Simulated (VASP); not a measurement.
Method: PBEsol GGA, VASP's PBE PAW potentials (set 64) (plane waves; VASP 6.6.1).

A VASP calculation is set up with these files.

**INCAR**
```
ISMEAR = 0
LASPH = .True.   ! aspherical one-centre terms
SYSTEM = CdSe
LWAVE = .False.
ENCUT = 300
EDIFF = 1E-6   ! SCF stop (eV)
LMAXMIX = 4
GGA = PS
PREC = Accurate
NELM = 100   ! most electronic steps
LREAL = .False.   ! projection in real space or not
LCHARG = .False.
ISIF = 2   ! forces and stress, cell fixed
SIGMA = 0.01
ALGO = Normal   ! blocked Davidson
```

**POSCAR**
```
CdSe
1.0
  0.0000000000   3.0493920000   3.0493920000
  3.0493920000   0.0000000000   3.0493920000
  3.0493920000   3.0493920000   0.0000000000
Cd Se
1 1
Cart
  0.0000000000   0.0000000000   0.0000000000
  4.5740880000   4.5740880000   4.5740880000
```

File KPOINTS:
```
Regular mesh
0
gamma
5 5 5
```

POTCAR, in this order: Cd Se (PBE.64 set). Program: vasp_std.

At this cut-off the stress carries a Pulay error, which pulls relaxed volumes low.

Question: What does the run give for the energy per atom (σ→0), band gap (on the k-mesh)?

Answer: 
* **energy per atom (σ→0)**: -3.080 eV/atom
* **band gap (on the k-mesh)**: 0.45 eV

### OSZICAR
```
...
DAV:   6    -0.618816841010E+01    0.35952E+00   -0.69008E-01   334   0.112E+01    0.498E+00
DAV:   7    -0.616249401891E+01    0.25674E-01   -0.14974E-01   285   0.293E+00    0.221E+00
DAV:   8    -0.616084426631E+01    0.16498E-02   -0.14538E-02   270   0.170E+00    0.215E-01
DAV:   9    -0.616071510976E+01    0.12916E-03   -0.19487E-03   285   0.656E-01    0.474E-02
DAV:  10    -0.616073132411E+01   -0.16214E-04   -0.20276E-04   275   0.209E-01    0.390E-02
DAV:  11    -0.616075611383E+01   -0.24790E-04   -0.47042E-05   265   0.570E-02    0.148E-02
DAV:  12    -0.616075526018E+01    0.85365E-06   -0.49467E-06   295   0.323E-02
   1 F= -.61607553E+01 E0= -.61607553E+01  d E =-.136202E-43
```

The structure comes from a computed database's CdSe entry; how it stands against other phases isn't given here. The cell was not relaxed at this level.
